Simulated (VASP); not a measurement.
**AlB3P4: relaxation of cell and atoms with PBE**

The system is AlB3P4.

```
CELL_PARAMETERS angstrom
4.81360 0.00000 0.00000
0.00000 4.81360 0.00000
0.00000 0.00000 4.81360
ATOMIC_POSITIONS crystal
Al 0.00000 0.00000 0.00000
B 0.50000 0.50000 0.00000
B 0.50000 0.00000 0.50000
B 0.00000 0.50000 0.50000
P 0.73156 0.26844 0.73156
P 0.73156 0.73156 0.26844
P 0.26844 0.73156 0.73156
P 0.26844 0.26844 0.26844
```

The cell was built by a generator and needn't be a form met in nature.

```json
{"Program": "VASP 6.6.1", "Task": "relaxation of cell and atoms", "Functional": "PBE", "Potentials or basis": "VASP PAW PBE potentials, release 64 (Al, B, P)", "Cutoff": "520 eV", "k mesh": "6 × 6 × 6", "Occupations": "gaussian, width 0.03 eV", "Spin": "no spin polarisation", "Further INCAR settings": "ALGO = Normal; EDIFF = 1e-07; IBRION = 2; POTIM = 0.3; EDIFFG = -0.005; NSW = 60; ISIF = 3"}
```

```yaml
Pressure_after_relaxing: 0.0 GPa
Band_gap_on_the_k_mesh: 0.95 eV, direct
```

Final structure:
```yaml
crystal:
  lattice:
    - [4.81360, 0.00000, 0.00000]
    - [0.00000, 4.81360, 0.00000]
    - [0.00000, 0.00000, 4.81360]
  atoms:
    - { symbol: Al, position: [0.00000, 0.00000, 0.00000] }
    - { symbol: B, position: [0.50000, 0.50000, 0.00000] }
    - { symbol: B, position: [0.50000, 0.00000, 0.50000] }
    - { symbol: B, position: [0.00000, 0.50000, 0.50000] }
    - { symbol: P, position: [0.73156, 0.26844, 0.73156] }
    - { symbol: P, position: [0.73156, 0.73156, 0.26844] }
    - { symbol: P, position: [0.26844, 0.73156, 0.73156] }
    - { symbol: P, position: [0.26844, 0.26844, 0.26844] }
```

Levels at points of the mesh, in eV from the valence-band top:
```
           k point  band 12  band 13  band 14  band 15  band 16  band 17  band 18  band 19  band 20  band 21
(0.00, 0.00, 0.00)    -3.78    -3.78     0.00     0.00     0.00     0.95     1.12     1.12     1.12     1.36
(0.50, 0.00, 0.00)    -3.34    -3.13    -3.13    -1.70    -1.70     1.43     1.73     3.42     4.46     4.96
(0.50, 0.50, 0.00)    -4.13    -2.85    -2.05    -1.23    -1.23     2.94     2.94     3.28     3.73     5.26
(0.50, 0.50, 0.50)    -1.95    -1.95    -0.89    -0.89    -0.89     2.23     2.23     2.23     3.96     3.96
```

Run time: 9.4 s on 2 MPI ranks on Intel(R) Xeon(R) 6975P-C (Granite Rapids), on a shared host, peak memory 0.21 GiB a rank.

Caveat: the relaxation stopped at its first step, so nothing moved. A k mesh can miss the band edges.
